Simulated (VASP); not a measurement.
Data:

```yaml
crystal:
  lattice:
    - [2.21676, 1.27985, 7.26689]
    - [-2.21676, 1.27985, 7.26689]
    - [0.00000, -2.55970, 7.26689]
  atoms:
    - { symbol: Zn, position: [0.50077, 0.50077, 0.50077] }
    - { symbol: Cd, position: [0.99846, 0.99846, 0.99846] }
    - { symbol: Te, position: [0.87025, 0.87025, 0.87025] }
    - { symbol: Te, position: [0.38050, 0.38050, 0.38050] }
```

These are PBEsol GGA, VASP's PBE PAW potentials (set 64) (plane waves; VASP) values and carry that method's errors. Settings: 400 eV cut-off, Gaussian smearing of 0.050 eV, potentials Zn Cd Te.

Unless said otherwise, spin-orbit coupling is left out, though it shifts the bands of the heavy elements here.

Task: Give the energies of bands 8 to 21 at the high-symmetry points, in eV from the valence-band maximum.

Result: 
| band | Γ | T | H2 | L | S0 | F |
|---|---|---|---|---|---|---|
| 8 | -6.93 | -6.94 | -6.87 | -6.87 | -6.87 | -6.86 |
| 9 | -6.93 | -6.94 | -6.79 | -6.85 | -6.79 | -6.83 |
| 10 | -6.76 | -6.89 | -6.77 | -6.76 | -6.77 | -6.77 |
| 11 | -6.76 | -6.76 | -6.77 | -6.75 | -6.77 | -6.75 |
| 12 | -6.75 | -6.76 | -6.58 | -6.65 | -6.58 | -6.63 |
| 13 | -4.97 | -3.17 | -4.87 | -4.76 | -4.86 | -5.08 |
| 14 | -0.99 | -2.97 | -4.41 | -4.26 | -4.40 | -4.63 |
| 15 | -0.99 | -0.79 | -2.96 | -2.47 | -3.06 | -2.16 |
| 16 | -0.14 | -0.79 | -2.67 | -2.38 | -2.62 | -2.12 |
| 17 | 0.00 | -0.31 | -1.69 | -1.82 | -1.77 | -0.94 |
| 18 | 0.00 | -0.31 | -1.60 | -1.34 | -1.57 | -0.84 |
| 19 | 0.72 | 1.48 | 2.88 | 2.40 | 2.73 | 1.59 |
| 20 | 1.78 | 2.39 | 3.01 | 3.13 | 3.55 | 2.28 |
| 21 | 4.31 | 4.69 | 4.74 | 4.35 | 4.38 | 2.35 |

The gap is direct, 0.72 eV, from the valence maximum at Γ to the conduction minimum at Γ.

The structure comes from a computed database's ZnCdTe2 entry (R3m); how it stands against other phases isn't given here. It was relaxed first, which changed the volume by -6 %.
